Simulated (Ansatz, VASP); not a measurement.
**CSb and the effect of the dispersion correction**

The cell as given:

```
Sb C
1.0
     3.11468    0.00000    0.00000
     0.00000    3.11468    0.00000
     0.00000    0.00000    3.11468
Sb C
1 1
Direct
  0.50000 0.50000 0.50000
  0.00000 0.00000 0.00000
```

The cell comes from a database or a generator and needn't be the stable form of this composition.

Kept alike: task relaxation of cell and atoms; functional PBEsol; k mesh 9 × 9 × 9; occupations fermi-dirac, width 0.05 eV; no spin polarisation. Program: Ansatz, Ansatz PAW, cutoff 420 eV. The mesh is that of the run's cell of 2 atoms. No spin-orbit coupling.

| dispersion correction | volume (Å³/atom) |
| --- | --- |
| D3(BJ) | 13.880 |
| D4 | 14.083 |
| none | 14.404 |

The relaxations keep at least the cell's symmetry (Pm-3m). For a metal such a mesh leaves the last digits unconverged. Relaxations stop with a little pressure left, so the last digits of a volume or edge aren't settled. Ansatz's relaxations hold a Pulay term in the stress (up to 0.2 GPa here). All rows use potentials made for PBE.

Task: What does the dispersion correction change here?

Result: The volume runs from 13.880 (D3(BJ)) to 14.404 Å³/atom (none). Against no correction: D3(BJ) -3.6 %; D4 -2.2 %. Dispersion terms mostly attract and so lower the volume; the schemes' coefficients and damping set how far. A twin series (VASP, PBE PAW files C, Sb, 600 eV) moves it by +0.5112 between D3(BJ) and none, against +0.5239 Å³/atom here.
